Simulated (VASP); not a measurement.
BeZn2Te3:

```
CELL_PARAMETERS angstrom
-2.08500 6.26000 2.95000
2.08500 -6.26000 2.95000
2.08500 6.26000 -2.95000
ATOMIC_POSITIONS crystal
Be 0.00000 0.00000 0.00000
Zn 0.33333 0.00000 0.33333
Zn 0.66667 0.00000 0.66667
Te 0.08333 0.25000 0.83333
Te 0.41667 0.25000 0.16667
Te 0.75000 0.25000 0.50000
```

The cell was built by a generator and needn't be a form met in nature.

* Program: VASP 6.6.1
* Task: relaxation of cell and atoms
* Functional: PBE
* Potentials or basis: VASP PAW PBE potentials, release 64 (Be, Zn, Te)
* Cutoff: 520 eV
* k mesh: 4 × 4 × 4
* Occupations: gaussian, width 0.15 eV
* Spin: no spin polarisation

At the start: pressure 3.8 GPa; volume 25.67 Å³/atom.

**Question.** How do energy, volume and symmetry change on relaxing?

**Answer.** Over 9 steps the energy falls by 65.1 meV/atom and the volume is 27.16 Å³/atom (+5.8 %); space group Imm2 (No. 44, to 0.05 Å).

The path:
```tsv
step	energy change (eV)	largest force (eV/Å)	pressure (GPa)	volume (Å³)
1	0.0000	1.4227	3.78	154.01
2	-0.2846	0.6329	-0.93	167.90
3	-0.2848	0.5853	-1.31	168.99
4	-0.3603	0.3210	-0.69	166.12
5	-0.3865	0.1084	-0.21	164.00
6	-0.3891	0.0911	-0.28	163.15
7	-0.3888	0.0974	0.22	162.86
8	-0.3891	0.1099	0.02	163.03
9	-0.3908	0.0697	0.06	162.97
```

Final structure:
```xyz
6
Lattice="-2.1319 6.3687 3.0009 2.1319 -6.3687 3.0009 2.1319 6.3687 -3.0009" Properties=species:S:1:pos:R:3 pbc="T T T"
Be    0.0000    0.0000    0.0021
Zn    0.0000    4.2600    0.0014
Zn    0.0000    8.4775    0.0014
Te    2.1319    4.3673   -1.5850
Te    0.0000    2.0014    1.4159
Te    0.0000    6.3687    1.6647
```

Caveat: the k mesh is coarse (spacing up to 0.46 Å⁻¹), so the values aren't converged.
